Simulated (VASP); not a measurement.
The input files of a VASP run:

File KPOINTS:
```
Automatic
0
gamma
 14 14 14
```

File POSCAR:
```
HfN
1
    0.0000000000     2.2536599059     2.2536599059
    2.2536599059     0.0000000000     2.2536599059
    2.2536599059     2.2536599059    -0.0000000000
Hf N
1 1
Direct
  0.0000000000   0.0000000000   0.0000000000
  0.5000000000   0.5000000000   0.5000000000
```

**INCAR**
```
SYSTEM=HfN
PREC=Accurate; ENCUT=620; LREAL=F
LASPH=T
EDIFF=1E-6; NELM=100; ALGO=Normal
LMAXMIX=6
ISMEAR=1; SIGMA=0.1
GGA=PE
IBRION=2; NSW=40; ISIF=3
EDIFFG=-0.02; PSTRESS=50
LWAVE=F; LCHARG=F
```

POTCAR, in this order: Hf_pv N (PBE.64 set). Program: vasp_std.

Translate this PBE calculation to Quantum ESPRESSO's pw.x.

One equivalent input (not run):
```
&CONTROL
  calculation = 'vc-relax'
  pseudo_dir = './pseudo'
  outdir = './out'
  tprnfor = .true.
  tstress = .true.
  nstep = 40
  forc_conv_thr = 0.00078
/
&SYSTEM
  ibrav = 0
  nat = 2
  ntyp = 2
  ecutwfc = 84
  occupations = 'smearing'
  smearing = 'methfessel-paxton'
  degauss = 0.00735
  input_dft = 'pbe'
/
&ELECTRONS
  conv_thr = 7.3e-08
  electron_maxstep = 100
/
&IONS
/
&CELL
  press = 50
/
ATOMIC_SPECIES
  Hf 178.490 Hf.upf
  N 14.007 N.upf
CELL_PARAMETERS angstrom
     0.0000000    2.2536599    2.2536599
     2.2536599    0.0000000    2.2536599
     2.2536599    2.2536599   -0.0000000
ATOMIC_POSITIONS crystal
  Hf   0.0000000  0.0000000  0.0000000
  N    0.5000000  0.5000000  0.5000000
K_POINTS automatic
  14 14 14 0 0 0
```
What does not carry over: the potentials are each code's own (VASP's PAW set, PseudoDojo norm-conserving files in pw.x), so ENCUT and ecutwfc are chosen apart and not converted; conv_thr bounds pw.x's estimated SCF error, while EDIFF bounds the energy change between steps; forc_conv_thr acts on force components and is met together with etot_conv_thr.

The compound is HfN in the rock salt structure. It was relaxed first under an external pressure of 5 GPa.
